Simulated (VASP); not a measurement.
A convergence study with VASP on SnTe (rock salt): one setting is varied, all else stays as given below, so the limit is that of these other settings. Each run relaxes cell and ions from the cell shown. The basis is that of the starting cell, so low cut-offs carry a Pulay error.

```xyz
2
Lattice="0.0000 3.1600 3.1600 3.1600 0.0000 3.1600 3.1600 3.1600 0.0000" Properties=species:S:1:pos:R:3 pbc="T T T"
Sn     0.0000     0.0000     0.0000
Te     3.1600     3.1600     3.1600
```

Computed with PBE GGA, VASP's PBE PAW potentials (set 64) (plane waves; VASP 6.6.1). The tightest run used: 700 eV cut-off, 6×6×6 Γ-centred mesh, Gaussian smearing of 0.050 eV, potentials Sn_d Te.

Gaps are read on the run's mesh, which can miss a band edge.

| setting | relaxed volume (Å³/atom) | E (eV/atom) | gap on the mesh (eV) | plane waves |
|---|---|---|---|---|
| ENCUT = 200 | 29.711 | -3.7589 | 0.250 | 419 |
| ENCUT = 250 | 32.759 | -3.7803 | 0.037 | 588 |
| ENCUT = 300 | 32.816 | -3.7800 | 0.041 | 754 |
| ENCUT = 350 | 32.767 | -3.7796 | 0.038 | 960 |

Q: These are the cheaper rows. Estimate the results at ENCUT = 700, and how far the last row shown lies from them.

A: 
| quantity | tightest run | last row shown is off by |
|---|---|---|
| relaxed volume (Å³/atom) | 32.950 | -0.182 |
| E (eV/atom) | -3.7822 | 0.0026 |
| gap on the mesh (eV) | 0.053 | -0.015 |

Left out are rungs that failed or repeat a setting and relaxations that didn't move; long series are thinned to 24 rows.

The compound is SnTe in the rock salt structure, which distorts at low temperature.
